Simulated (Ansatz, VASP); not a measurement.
# One calculation of BiB, two programs

Contents of INCAR:

```
SYSTEM = BiB
PREC     = Accurate       ! precision mode
ENCUT    = 520            ! plane-wave cutoff, eV
EDIFF    = 1E-6           ! SCF threshold, eV
ISMEAR   = -1             ! smearing method
SIGMA    = 0.02           ! smearing width, eV
LREAL    = .False.        ! projectors in reciprocal space
LASPH    = .True.         ! aspherical terms in the spheres
NELM     = 60             ! most SCF steps
ALGO     = Fast           ! electronic algorithm
ISIF     = 2              ! what is computed and relaxed
LWAVE    = .False.        ! write WAVECAR
LCHARG   = .True.         ! write CHGCAR
GGA      = PS             ! functional
LELF     = .True.         ! ELF
LVHAR    = .True.       
NBANDS   = 16             ! bands
```

Contents of KPOINTS:

```
Automatic mesh
0
Gamma
  6 6 6
  0 0 0
```

Contents of POSCAR:

```
BiB
1.0
    0.0000000000      2.6268329169      2.6268329169
    2.6268329169      0.0000000000      2.6268329169
    2.6268329169      2.6268329169      0.0000000000
B Bi
1 1
Direct
    0.0000000000      0.0000000000      0.0000000000
    0.5000000000      0.5000000000      0.5000000000
```

Input for Ansatz:

```yaml
crystal:
  lattice:
    - [0.0, 2.6268329169, 2.6268329169]
    - [2.6268329169, 0.0, 2.6268329169]
    - [2.6268329169, 2.6268329169, 0.0]
  atoms:
    - { symbol: B, position: [0.0, 0.0, 0.0] }
    - { symbol: Bi, position: [0.5, 0.5, 0.5] }
kpoints:
  mp_grid: { grid: [6, 6, 6] }
hamiltonian:
  xc: pbesol
scf:
  occupations: { method: fermi_dirac, width: 0.02 }
  n_extra_bands: 4
output:
  forces: true
  stress: true
  eigenvalues: true
  write_density: true
  write_potential: true
  elf: true
  volumetric_format: npy
```

The cell was built by a generator and needn't be a form met in nature.

Alike in both runs: task single point; functional PBEsol; k mesh 6 × 6 × 6; occupations fermi-dirac, width 0.02 eV; no spin polarisation.

```csv
,VASP,Ansatz
version,VASP 6.6.1,Ansatz 0.2.0
potentials or method,"VASP PAW PBE potentials, release 64 (B, Bi_d)","plane waves, PAW"
plane-wave cutoff (eV),520,420
valence electrons in the cell,18,18
```

```csv
,VASP,Ansatz,Ansatz less VASP
pressure (GPa),-2.1,-2.1,-0.03
```

The functional is the same, so the differences come from potentials, cutoffs and numerics.

Caveats: the PAW data sets were made with another functional, which shifts forces and pressure a little (VASP); spin-orbit coupling is left out, which moves the levels of the heavy elements.
